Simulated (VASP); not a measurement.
All values below come from PBE GGA, VASP's PBE PAW potentials (set 64) (plane waves; VASP).

VASP ran on this input.

### POSCAR
```
NiO
1
    4.1800000000     2.0900000000     2.0900000000
    2.0900000000     4.1800000000     2.0900000000
    2.0900000000     2.0900000000     4.1800000000
Ni O
2 2
Direct
  0.0000000000   0.0000000000   0.0000000000
  0.5000000000   0.5000000000   0.5000000000
  0.2500000000   0.2500000000   0.2500000000
  0.7500000000   0.7500000000   0.7500000000
```

INCAR:
```
ISMEAR=-1
ENCUT=400   ! plane-wave cut-off (eV)
ISPIN=2   ! spin-polarised
SIGMA=0.02   ! width (eV)
NELM=100
ALGO=Normal   ! blocked Davidson
LASPH=.TRUE.
LWAVE=.FALSE.
ISIF=2
LMAXMIX=4
GGA=PE   ! PBE
MAGMOM=2.0 -2.0 2*0.0
LREAL=.FALSE.   ! projection in real space or not
EDIFF=1E-6   ! SCF stop (eV)
SYSTEM=NiO
LORBIT=11   ! lm-projected
LCHARG=.FALSE.
PREC=Accurate
```

KPOINTS:
```
K-points
0
Gamma
  6 6 6
0 0 0
```

POTCAR, in this order: Ni O (PBE.64 set). Program: vasp_std.

At this cut-off the stress carries a Pulay error, which pulls relaxed volumes low.

**Question.** What does the run give for the energy per atom (σ→0), cell moment, pressure?

**Answer.** 
| Property | Result |
|---|---|
| energy per atom (σ→0) | -5.879 eV/atom |
| cell moment | 0.00 μB |
| pressure | -4.42 GPa |

OSZICAR:
```
...
DAV:  10    -0.235166284269E+02   -0.14967E-01   -0.65579E-02  3220   0.341E+00    0.539E-01
DAV:  11    -0.235160206087E+02    0.60782E-03   -0.59698E-03  3816   0.210E+00    0.135E-01
DAV:  12    -0.235162622658E+02   -0.24166E-03   -0.22295E-03  3676   0.535E-01    0.730E-02
DAV:  13    -0.235162299324E+02    0.32333E-04   -0.16525E-04  4016   0.167E-01    0.225E-02
DAV:  14    -0.235162392020E+02   -0.92696E-05   -0.32302E-05  2832   0.629E-02    0.235E-02
DAV:  15    -0.235162380508E+02    0.11512E-05   -0.48946E-06  2656   0.391E-02    0.796E-03
DAV:  16    -0.235162378659E+02    0.18491E-06   -0.26672E-06  2108   0.216E-02
   1 F= -.23516238E+02 E0= -.23516238E+02  d E =-.802555E-12  mag=    -0.0000
```

The structure is a typed NiO crystal (Fm-3m). The cell was not relaxed at this level.
